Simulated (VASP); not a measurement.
Energy against volume of CoAl (CsCl type). Method: vdW-DF2, VASP's PBE PAW potentials (set 64) (plane waves; VASP 6.6.1).

```csv
V (Å³/atom),E (eV/atom)
11.338,-3.29710
11.700,-3.31573
12.061,-3.32151
12.423,-3.31636
12.785,-3.30189
```

Question: Fit a third-order Birch-Murnaghan equation of state.

Answer: 
- volume per atom: 12.06 Å³/atom
- bulk modulus: 161 GPa
- pressure derivative of the bulk modulus: 4.38
- lattice constant a: 2.889 Å

Measured: bulk modulus 162 GPa (computed value off by -0.6 %), a 2.861 Å (computed value off by +1.0 %), as given by Yamada et al., (2019), arXiv:1910.09660. The calculation is for a static lattice, while the measured bulk modulus, a hold thermal and zero-point effects, which are part of the difference.

The compound is CoAl in the CsCl type structure. It was relaxed first. The run is not spin-polarised, so no magnetic state was tried.
